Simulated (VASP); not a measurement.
VASP ran on this input.

File POSCAR:
```
CaMg3O4
1
    4.3992455563    -0.0000000000    -0.0000000000
    0.0000000000     4.3992455563     0.0000000000
    0.0000000000     0.0000000000     4.3992455563
Mg O Ca
3 4 1
Direct
  0.0000000000   0.0000000000   0.0000000000
  0.5000000000   0.5000000000   0.0000000000
  0.5000000000   0.0000000000   0.5000000000
  0.5000000000   0.5000000000   0.5000000000
  0.0000000000   0.0000000000   0.5000000000
  0.0000000000   0.5000000000   0.0000000000
  0.5000000000   0.0000000000   0.0000000000
  0.0000000000   0.5000000000   0.5000000000
```

### INCAR
```
# general
SYSTEM=CaMg3O4
PREC  =Accurate
ENCUT =520
LREAL =.False.
LASPH =.True.

# electronic loop
EDIFF =1E-6
NELM  =100
ALGO  =Normal

# smearing
ISMEAR=0
SIGMA =0.05

# functional
GGA   =PS

# ions
IBRION=2
NSW   =60
ISIF  =3
EDIFFG=-0.02

# output
LWAVE =.False.
LCHARG=.False.
```

File KPOINTS:
```
Automatic mesh
0
Gamma
5 5 5
0 0 0
```

POTCAR, in this order: Mg O Ca_sv (PBE.64 set). Program: vasp_std.

Task: Write an equivalent input for Ansatz.

Result: One equivalent input (not run):
Ansatz 0.2 input:
```yaml
crystal:
  lattice:
    - [4.3992456, 0.0000000, 0.0000000]
    - [0.0000000, 4.3992456, 0.0000000]
    - [0.0000000, 0.0000000, 4.3992456]
  atoms:
    - { symbol: Mg, position: [0.0000000, 0.0000000, 0.0000000] }
    - { symbol: Mg, position: [0.5000000, 0.5000000, 0.0000000] }
    - { symbol: Mg, position: [0.5000000, 0.0000000, 0.5000000] }
    - { symbol: O, position: [0.5000000, 0.5000000, 0.5000000] }
    - { symbol: O, position: [0.0000000, 0.0000000, 0.5000000] }
    - { symbol: O, position: [0.0000000, 0.5000000, 0.0000000] }
    - { symbol: O, position: [0.5000000, 0.0000000, 0.0000000] }
    - { symbol: Ca, position: [0.0000000, 0.5000000, 0.5000000] }
kpoints:
  mp_grid: { grid: [5, 5, 5] }
hamiltonian:
  xc: pbesol
  pseudopotentials: { kind: paw }
scf:
  occupations: { method: gaussian, width: 0.05 }
  max_iter: 100
relax:
  max_steps: 60
  f_tol: 0.02
  cell: {}
output: { forces: true, stress: true, eigenvalues: true }
```
The two are equivalent in intent, not identical: each code has its own PAW files, so the cut-off isn't converted (ENCUT is set for VASP's; basis.ecutwfc is left out, and Ansatz then takes the one that its files recommend); Ansatz stops its SCF on the density residual and VASP on the energy change (EDIFF).

The structure was generated: CaMg3O4 was put into an ordered model structure (Pm-3m), which need not be its known phase. It was relaxed first. The start is the result of an earlier pass.
